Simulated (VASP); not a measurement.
Here is the system:

```yaml
crystal:
  lattice:
    - [-1.56440, 1.56440, 1.56440]
    - [1.56440, -1.56440, 1.56440]
    - [1.56440, 1.56440, -1.56440]
  atoms:
    - { symbol: W, position: [0.00000, 0.00000, 0.00000] }
```

These are PBE GGA with D3 dispersion (zero damping), VASP's PBE PAW potentials (set 64) (plane waves; VASP) values and carry that method's errors. Settings: 520 eV cut-off, 16×16×16 Γ-centred mesh, first-order Methfessel-Paxton smearing of 0.10 eV, potentials W_sv.

**Question.** Give the stress tensor in GPa (positive for a compressed cell).

**Answer.** 
```
9.93  0.00  0.00
0.00  9.93  0.00
0.00  0.00  9.93
```
The pressure is its mean diagonal, 9.93 GPa.

The compound is W in the bcc structure. This cell is one point of a volume scan, at 0.97 of the reference volume.
